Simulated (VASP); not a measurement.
VASP runs on CaS (space group Fm-3m) share one base input (PBE0 hybrid, plane waves, VASP's PBE PAW potentials (set 64)) and change the settings named in each case.

**INCAR**
```
SIGMA=0.05   # width (eV)
AEXX=0.25
LREAL=.FALSE.   # projection in real space or not
GGA=PE
LHFCALC=.TRUE.
ISMEAR=-1   # Fermi-Dirac
HFRCUT=-1
LASPH=.TRUE.   # aspherical one-centre terms
EDIFF=1E-6
ISIF=2
LCHARG=.FALSE.
ISYM=3
SYSTEM=CaS
PRECFOCK=Fast
ALGO=Normal   # blocked Davidson
PREC=Accurate
ENCUT=300   # plane-wave cut-off (eV)
LWAVE=.FALSE.
NELM=100
```

**POSCAR**
```
CaS
5.6123340
  0.0000000000   0.5000000000   0.5000000000
  0.5000000000   0.0000000000   0.5000000000
  0.5000000000   0.5000000000   0.0000000000
Ca S
1 1
Cartesian
  0.0000000000   0.0000000000   0.0000000000
  0.5000000000   0.5000000000   0.5000000000
```

KPOINTS:
```
K-points
0
gamma
 5 5 5
0 0 0
```

POTCAR, in this order: Ca_sv S (PBE.64 set). Program: vasp_std.

| change | E(σ→0) (eV/atom) | pressure (GPa) |
|---|---|---|
| base run | -6.0988 | 2.98 |
| AEXX removed, HFRCUT removed, ISYM removed, LHFCALC removed, PRECFOCK removed | -5.1704 | 3.33 |
| HFRCUT removed, HFSCREEN = 0.2 | -5.8316 | 3.04 |
| KPOINTS 2×2×2 Γ-centred mesh | -5.8022 | 5.95 |
| KPOINTS 3×3×3 Γ-centred mesh | -6.0698 | 3.39 |
| KPOINTS 4×4×4 Γ-centred mesh | -6.0953 | 3.05 |
| KPOINTS 6×6×6 Γ-centred mesh | -6.0997 | 2.97 |
| ENCUT = 210 | -6.1545 | -0.12 |
| ENCUT = 345 | -6.0963 | 3.16 |
| KPOINTS 3×3×3 Γ-centred mesh | -6.0698 | 3.39 |
| EDIFF = 1E-06 | -6.0988 | 2.98 |
 Energies of different potentials or functionals have different zeros.

Left out are runs that ran out of time, are held back, or changed the cell or the kind of run, fixed moments of cells without a moment, rows past the twelfth, gaps on odd meshes, pressures of charged cells and columns that move by less than the noise.

The structure comes from a computed database's CaS entry; how it stands against other phases isn't given here. The cell was not relaxed at this level, its lattice was scaled by up to 2.5 %.
